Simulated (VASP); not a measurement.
**Tc3Sn under changes of volume**

One of the cells (16.245 Å³/atom); the others are scaled copies at fixed shape and fractional positions:

```xyz
8
Lattice="5.6908 0.0000 0.0000 -2.8454 4.9284 0.0000 0.0000 0.0000 4.6336" Properties=species:S:1:pos:R:3 pbc="T T T"
Sn    0.0000    3.2856    3.4752
Sn    2.8454    1.6428    1.1584
Tc    0.0000    1.6256    1.1584
Tc   -1.4376    4.1156    1.1584
Tc    1.4376    4.1156    1.1584
Tc    2.8454    3.3028    3.4752
Tc    4.2830    0.8128    3.4752
Tc    1.4078    0.8128    3.4752
```

The cell comes from a database or a generator and needn't be the stable form of this composition.

* Program: VASP 6.6.1
* Functional: PBE
* Potentials or basis: VASP PAW PBE potentials, release 64 (Sn_d, Tc_pv)
* Cutoff: 520 eV
* k mesh: 6 × 6 × 6
* Occupations: fermi-dirac, width 0.05 eV
* Spin: no spin polarisation

```csv
volume (Å³/atom),energy over the lowest point (meV/atom),pressure (GPa),largest force (eV/Å)
14.970,34.36,14.4,0.014
15.289,11.58,8.4,0.017
15.608,0.00,3.1,0.046
16.245,?,?,?
16.563,21.04,-9.6,0.122
16.882,43.40,-13.0,0.144
```

Q: What does the run at 16.245 Å³/atom give?

A: Energy over the lowest point 5.76 meV/atom; pressure -5.8 GPa; largest force 0.098 eV/Å.

Worked out: A Birch-Murnaghan fit of order 3 (a polynomial in V^(-2/3)) to the other rows has its minimum at 15.82 Å³/atom with B0 = V·E''(V) = 231 GPa and B' = 4.7 at fixed shape and positions, which overstates the stiffness. It gives 5.80 meV/atom at 16.245 Å³/atom, against the run's 5.76, and -dE/dV = -5.8 GPa, against -5.8.

Energies are extrapolated to zero smearing.
